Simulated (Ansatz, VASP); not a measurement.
This is a calculation of SiF for Ansatz 0.2.0. Atoms were shifted at random by some hundredths of an Å from the given cell, which wasn't relaxed again for these runs. The cell comes from a database or a generator and needn't be the stable form of this composition.

input.yaml

```yaml
crystal:
  lattice:
    - [3.0286, 0.0, 0.0]
    - [0.0, 3.0286, 0.0]
    - [0.0, 0.0, 3.0286]
  atoms:
    - { symbol: Si, position: [0.490546, 0.4926, 0.483629] }
    - { symbol: F, position: [0.007868, -0.010374, 0.002039] }
hamiltonian:
  xc: pbe
  pseudopotentials: { kind: paw, azcp: { folder: soft_1 } }
kpoints:
  mp_grid: { grid: [9, 9, 9] }
scf:
  occupations: { method: fermi_dirac, width: 0.05 }
output:
  forces: true
  stress: true
  eigenvalues: true
```

Potentials or basis: Ansatz PAW soft_1.

Launch:

```bash
$ ansatz run input.yaml --threads 1 --pin off --max-ram 3584MiB --backend cpu --events-out ev --progress --plain --runs-dir out
```

**Question.** Translate it to VASP 6.6.1. Potentials or basis there: PBE PAW files F, Si, 520 eV.

**Answer.** As run (cutoffs and basis follow the program's own potentials, and thresholds, step limits or extra output files can differ):

The input INCAR:

```
SYSTEM = SiF
PREC = Accurate
ENCUT = 520
EDIFF = 1E-7
ISMEAR = -1
SIGMA = 0.05
LREAL = .FALSE.
LASPH = .TRUE.
NELM = 100
ALGO = Normal
ISIF = 2
LWAVE = .FALSE.
LCHARG = .FALSE.
GGA = PE
NBANDS = 12
```

Contents of KPOINTS:

```
Automatic mesh
0
G
  9 9 9
  0 0 0
```

File POSCAR:

```
SiF
1.0
    3.0286000000      0.0000000000      0.0000000000
    0.0000000000      3.0286000000      0.0000000000
    0.0000000000      0.0000000000      3.0286000000
Si F
1 1
Direct
    0.4905460000      0.4926000000      0.4836290000
    0.0078680000     -0.0103740000      0.0020390000
```

Potentials or basis: VASP PAW PBE potentials, release 64 (Si, F).

The run is started by

```sh
$ cat potpaw_PBE.64/Si/POTCAR potpaw_PBE.64/F/POTCAR > POTCAR
$ mpirun -np 1 vasp_std > vasp.out
```

Both were run:

|  | Ansatz | VASP |
| --- | --- | --- |
| Pressure | 0.2 GPa | 0.0 GPa |
| Largest force | 0.056 eV/Å | 0.054 eV/Å |

Ansatz's pressure holds a Pulay term of +0.26 GPa for its cutoff of 420 eV, which the other run lacks.

Where Ansatz's input types no cutoff or centring, it takes its own default and a Γ-centred mesh.

The undisturbed cell isn't at this level's minimum, so the move can lower the energy.

Pressure is positive in compression.
